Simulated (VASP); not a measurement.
OSZICAR of a VASP run on Pd (fcc):

OSZICAR:
```
       N       E                     dE             d eps       ncg     rms          rms(c)
DAV:   1     0.385786387179E+02    0.38579E+02   -0.52645E+03  2626   0.104E+03
DAV:   2    -0.511453541153E+01   -0.43693E+02   -0.42396E+02  2798   0.192E+02
DAV:   3    -0.548262339418E+01   -0.36809E+00   -0.36613E+00  3047   0.208E+01
DAV:   4    -0.548440845353E+01   -0.17851E-02   -0.17849E-02  3012   0.135E+00
DAV:   5    -0.548442915417E+01   -0.20701E-04   -0.20701E-04  3035   0.131E-01    0.719E+00
DAV:   6    -0.522916076828E+01    0.25527E+00   -0.12245E+00  2657   0.104E+01    0.352E+00
DAV:   7    -0.521974734401E+01    0.94134E-02   -0.64340E-03  2903   0.758E-01    0.188E+00
DAV:   8    -0.521623038620E+01    0.35170E-02   -0.10243E-03  2751   0.253E-01    0.459E-02
DAV:   9    -0.521623339372E+01   -0.30075E-05   -0.75045E-06  3272   0.312E-02    0.111E-02
DAV:  10    -0.521623721901E+01   -0.38253E-05   -0.15705E-06  2937   0.138E-02    0.241E-03
DAV:  11    -0.521623703830E+01    0.18071E-06   -0.35497E-08  2265   0.174E-03    0.423E-04
DAV:  12    -0.521623698636E+01    0.51943E-07   -0.32754E-09  1358   0.664E-04
   1 F= -.58663873E+01 E0= -.58663113E+01  d E =-.227968E-03
```

**Question.** Which electronic solver shows in the log?

**Answer.** It is blocked Davidson (ALGO = Normal, or the opening steps of other solvers). The INCAR had ALGO = Normal.

**Question.** Can the final energy be trusted as converged?

**Answer.** The run converged. It stopped with EDIFF = 1E-7, NELM = 100 (PBE GGA with D3 dispersion (Becke-Johnson damping), plane waves, VASP's PBE PAW potentials (set 64)).

The compound is Pd in the fcc structure. This cell is one point of a volume scan, at 1.03 of the reference volume.
